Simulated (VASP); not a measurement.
# Ruthenium: how cutoff and mesh change the relaxed cell, part 2 of 2

Aim: test the relaxed volume of Ruthenium against cutoff and mesh. The starting structure is a measured crystal structure from the Crystallography Open Database. The first relaxation on each setting starts from this cell expanded by 3 % in volume.

VASP 6.6.1.

Results so far: reference 13.31 Å³ an atom; a cutoff of 240 eV 12.92 Å³ an atom; a 10×10×6 mesh 13.32 Å³ an atom.

## 5. Relaxation with a cutoff of 600 eV

Level of this step: PBEsol; plane waves and PAW (Ru_pv) (VASP).

Against step 2 the input has ENCUT = 600. This run starts from the cell of an earlier relaxation, which isn't shown; the restart sets up the plane waves anew.

File INCAR:

```
SYSTEM = Ru
PREC = Accurate
ENCUT = 600
EDIFF = 1E-06
NELM = 100
ISMEAR = 1
SIGMA = 0.15
LREAL = .FALSE.
ALGO = Normal
GGA = PS
NBANDS = 20
LASPH = .TRUE.
LORBIT = 11
LWAVE = .FALSE.
LCHARG = .FALSE.
KPAR = 8
IBRION = 2
NSW = 50
ISIF = 3
EDIFFG = -0.006
```

File POSCAR:

```
Ru
1.0
    2.6887761828      0.0000000000      0.0000000000
   -1.3443880914      2.3285484795      0.0000000000
    0.0000000000      0.0000000000      4.2528285308
Ru
2
Direct
    0.6666666667      0.3333333333      0.7500000000
    0.3333333333      0.6666666667      0.2500000000
```

File KPOINTS:

```
Automatic mesh
0
Gamma
18 18 10
0 0 0
```

PAW data sets: Ru_pv (PBE family, release 64).

The run is started by

```sh
> mpirun -np 8 vasp_std
```

The log of the run:

```text
[... set-up lines as in an earlier step ...]
 entering main loop
       N       E                     dE             d eps       ncg     rms          rms(c)
DAV:   1     0.307651753910E+03    0.30765E+03   -0.19115E+04  8880   0.174E+03
DAV:   2    -0.152720720557E+02   -0.32292E+03   -0.31404E+03  9124   0.487E+02
DAV:   3    -0.218798010435E+02   -0.66077E+01   -0.65511E+01 10172   0.771E+01
DAV:   4    -0.219309239112E+02   -0.51123E-01   -0.51074E-01 11352   0.640E+00
[...]
DAV:  10    -0.203414659721E+02    0.15016E-04   -0.19693E-04 10008   0.144E-01    0.262E-02
DAV:  11    -0.203414673017E+02   -0.13297E-05   -0.66125E-06 10272   0.247E-02    0.120E-03
DAV:  12    -0.203414673162E+02   -0.14460E-07   -0.16975E-07  6072   0.394E-03
   1 F= -.20341467E+02 E0= -.20341155E+02  d E =-.203415E+02
[...]
N       E                     dE             d eps       ncg     rms          rms(c)
DAV:   1    -0.203415220750E+02   -0.54773E-04   -0.20344E-03  9300   0.357E-01    0.462E-02
DAV:   2    -0.203414760898E+02    0.45985E-04   -0.64026E-05  9592   0.695E-02    0.174E-02
DAV:   3    -0.203414675244E+02    0.85653E-05   -0.22911E-05  9932   0.328E-02    0.473E-03
DAV:   4    -0.203414674331E+02    0.91306E-07   -0.66020E-07  5704   0.101E-02
   2 F= -.20341467E+02 E0= -.20341153E+02  d E =-.116940E-06
 trial-energy change:   -0.000000  1 .order   -0.000001   -0.000007    0.000005
 step:   0.5648(harm=  0.5648)  dis= 0.00000  next Energy=   -20.341469 (dE=-0.188E-05)
[...]
N       E                     dE             d eps       ncg     rms          rms(c)
DAV:   1    -0.203414793794E+02   -0.11855E-04   -0.38868E-04  9136   0.156E-01    0.203E-02
DAV:   2    -0.203414704650E+02    0.89144E-05   -0.12290E-05  9268   0.305E-02    0.764E-03
DAV:   3    -0.203414688597E+02    0.16053E-05   -0.43347E-06  7632   0.144E-02    0.196E-03
DAV:   4    -0.203414689383E+02   -0.78580E-07   -0.17288E-07  4844   0.482E-03
   3 F= -.20341469E+02 E0= -.20341155E+02  d E =-.162206E-05
[...]
reached required accuracy - stopping structural energy minimisation
```

Run time: 12 s. Hardware: 8 MPI ranks of Intel Xeon 6975P-C (Granite Rapids), shared host; peak memory 2 GiB; 91 s of CPU time.

Parts of OUTCAR (step 5):

```text
  Total       -0.0029727     -0.0029727      0.0010626     -0.0000000      0.0000000     -0.0000000
  in kB       -0.1788713     -0.1788713      0.0639351     -0.0000000      0.0000000     -0.0000000
  external PRESSURE =      -0.0979359 kB  Pullay stress =       0.0000000 kB

 POSITION                                       TOTAL-FORCE (eV/Angst)
 -----------------------------------------------------------------------------------
      1.34452      0.77626      3.18905        -0.000000      0.000000      0.000000
     -0.00000      1.55252      1.06302         0.000000     -0.000000      0.000000
 -----------------------------------------------------------------------------------
    total drift:                               -0.000000      0.000000     -0.000000

  FREE ENERGIE OF THE ION-ELECTRON SYSTEM (eV)
  ---------------------------------------------------
  free  energy   TOTEN  =       -20.3414689383 eV

  energy  without entropy=      -20.3405278019  energy(sigma->0) =      -20.34115523

[... 2 parts as in an earlier step ...]

[... 2 further parts left out ...]
[key lines of the parts left out:]
E-fermi :  13.0516
```

With a cutoff of 600 eV the cell ends at 13.314 Å³ an atom, +0.02 % from the reference; the bulk modulus is 349.4 GPa against 349.8 GPa.

## 6. Relaxation with a 27×27×14 mesh

Against step 2 the input has a 27×27×14 mesh. This run starts from the cell of an earlier relaxation, which isn't shown; the restart sets up the plane waves anew.

INCAR: that of step 5 with these lines changed.

```diff
@@ -2,3 +2,3 @@
 PREC = Accurate
-ENCUT = 600
+ENCUT = 450
 EDIFF = 1E-06
```

File POSCAR:

```
Ru
1.0
    2.6912608918      0.0000000000      0.0000000000
   -1.3456304459      2.3307003006      0.0000000000
    0.0000000000      0.0000000000      4.2458782167
Ru
2
Direct
    0.6666666667      0.3333333333      0.7500000000
    0.3333333333      0.6666666667      0.2500000000
```

File KPOINTS:

```
Automatic mesh
0
Gamma
27 27 14
0 0 0
```

The run is started by

```sh
> mpirun -np 8 vasp_std
```

The log of the run:

```text
[... set-up lines as in an earlier step ...]
 entering main loop
       N       E                     dE             d eps       ncg     rms          rms(c)
DAV:   1     0.263043670507E+03    0.26304E+03   -0.16390E+04 24048   0.141E+03
DAV:   2    -0.164741695035E+02   -0.27952E+03   -0.27177E+03 24848   0.436E+02
DAV:   3    -0.218887238995E+02   -0.54146E+01   -0.53729E+01 27452   0.679E+01
DAV:   4    -0.219316921941E+02   -0.42968E-01   -0.42927E-01 31016   0.571E+00
[...]
DAV:  10    -0.203406069278E+02    0.25308E-04   -0.23332E-04 27004   0.154E-01    0.248E-02
DAV:  11    -0.203406092817E+02   -0.23540E-05   -0.52735E-06 28012   0.219E-02    0.180E-03
DAV:  12    -0.203406092168E+02    0.64954E-07   -0.29933E-07 16344   0.522E-03
   1 F= -.20340609E+02 E0= -.20340280E+02  d E =-.203406E+02
[...]
2 F= -.20340590E+02 E0= -.20340261E+02  d E =0.192571E-04
[...]
3 F= -.20340611E+02 E0= -.20340281E+02  d E =-.134621E-05
[...]
4 F= -.20340611E+02 E0= -.20340282E+02  d E =-.150643E-05
[...]
reached required accuracy - stopping structural energy minimisation
```

The job ended after 26 s (8 MPI ranks; peak memory 2.4 GiB; 3.3 min of CPU time).

OUTCAR, selected parts (step 6):

```text
  Total       -0.0045002     -0.0045002     -0.0007993     -0.0000000      0.0000000      0.0000000
  in kB       -0.2707655     -0.2707655     -0.0480929     -0.0000000      0.0000000      0.0000000
  external PRESSURE =      -0.1965413 kB  Pullay stress =       0.0000000 kB

 POSITION                                       TOTAL-FORCE (eV/Angst)
 -----------------------------------------------------------------------------------
      1.34557      0.77686      3.18428         0.000000     -0.000000      0.000000
     -0.00000      1.55373      1.06143        -0.000000      0.000000      0.000000
 -----------------------------------------------------------------------------------
    total drift:                                0.000000     -0.000000      0.000000

  FREE ENERGIE OF THE ION-ELECTRON SYSTEM (eV)
  ---------------------------------------------------
  free  energy   TOTEN  =       -20.3406107232 eV

  energy  without entropy=      -20.3396233901  energy(sigma->0) =      -20.34028161

[... 1 part as in an earlier step ...]

[... 3 further parts left out ...]
[key lines of the parts left out:]
E-fermi :  13.0737
```

With a 27×27×14 mesh the cell ends at 13.314 Å³ an atom, +0.03 % from the reference; the bulk modulus is 349.8 GPa against 349.8 GPa.

## 7. All runs side by side

```
               run  volume (Å³/atom)  change (%)  bulk modulus (GPa)  pressure left (GPa)  core minutes
         reference            13.311           -               349.8                 0.06          5.87
a cutoff of 240 eV            12.916       -2.96               390.9                  0.0          2.77
    a 10×10×6 mesh            13.324         0.1               349.9                -0.02          2.59
a cutoff of 600 eV            13.314        0.02               349.4                -0.01          6.67
   a 27×27×14 mesh            13.314        0.03               349.8                -0.02          12.8
```

Core minutes are wall time times ranks, summed over the relaxations behind a row (those for a bulk modulus apart), on shared hosts.

## 8. Summary of results

| Property | Result |
| --- | --- |
| volume of the reference | 13.31 Å³/atom |
| volume against the reference, a cutoff of 240 eV | -2.96 % |
| volume against the reference, a 10×10×6 mesh | +0.10 % |
| volume against the reference, a cutoff of 600 eV | +0.02 % |
| volume against the reference, a 27×27×14 mesh | +0.03 % |

What this shows: The volume moves most with a cutoff of 240 eV: -2.96 % against the reference (450 eV, 18×18×10 mesh). On finer settings it changes by +0.02 % with a cutoff of 600 eV and +0.03 % with a 27×27×14 mesh. The relaxations stop with up to 0.06 GPa left, which at the bulk modulus found here is 0.02 % of the volume, and more along a soft axis. That understates it: a restart alone still moved the volume by up to 1.3 %. A cell that shrinks at the lower cutoff is the usual mark of Pulay stress, the error that a plane-wave basis makes when it is kept while the volume changes. The bulk modulus is more sensitive: it changes by +11.8 % with a cutoff of 240 eV. Further runs on this material are not shown.

[Lines on the potential files, build, host, timing and source positions are cut from VASP's logs without a mark.]

[Logs are printed without paths, hosts, clocks, repeated set-up lines and the standing remarks that a program may print on its own settings, such as how far it seeks lower states.]

[Hosts, paths, dates, database ids (printed as entryN), source tags and the programs' standing remarks are cut or masked in the printed files.]
